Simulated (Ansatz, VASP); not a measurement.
## Two plane-wave programs on TaGa2

```
Ta Ga
1.0
     0.00000    3.62431    3.62431
     3.62431    0.00000    3.62431
     3.62431    3.62431    0.00000
Ta Ga
2 4
Direct
  0.25000 0.25000 0.25000
  0.00000 0.00000 0.00000
  0.62500 0.12500 0.62500
  0.62500 0.62500 0.12500
  0.12500 0.62500 0.62500
  0.62500 0.62500 0.62500
```

Change from the starting cell: species swapped into the TiBe2 type (Fd-3m, No. 227).

Alike in both runs: functional PBE; k mesh 4 × 4 × 4; occupations gaussian, width 0.1 eV; no spin polarisation.

Ansatz relaxed the structure, and its values are those at the end. VASP's run is a single point on that final structure, the one shown.

|  | VASP | Ansatz |
| --- | --- | --- |
| version | VASP 6.6.1 | Ansatz 0.2.0 |
| potentials or method | VASP PAW PBE potentials, release 64 (Ta_pv, Ga_d) | scalar-relativistic, plane waves, PAW |
| plane-wave cutoff (eV) | 520 | 420 |
| valence electrons in the cell | 74 | 78 |

Ansatz gave:

```
gap on the k mesh at the Fermi level (eV) : none
pressure (GPa)                            : -0.1
```

Task: Which values does VASP return?

Result: gap on the k mesh at the Fermi level (eV): none; pressure (GPa): 0.2.

A gap of «none» marks a metal or a gap that the smearing closes. The two sets of potentials don't hold the same shells in valence.

Caveats: the k mesh is coarse (spacing up to 0.38 Å⁻¹), so the values aren't converged. The runs have no spin-orbit coupling, so splittings on Ta are missing.
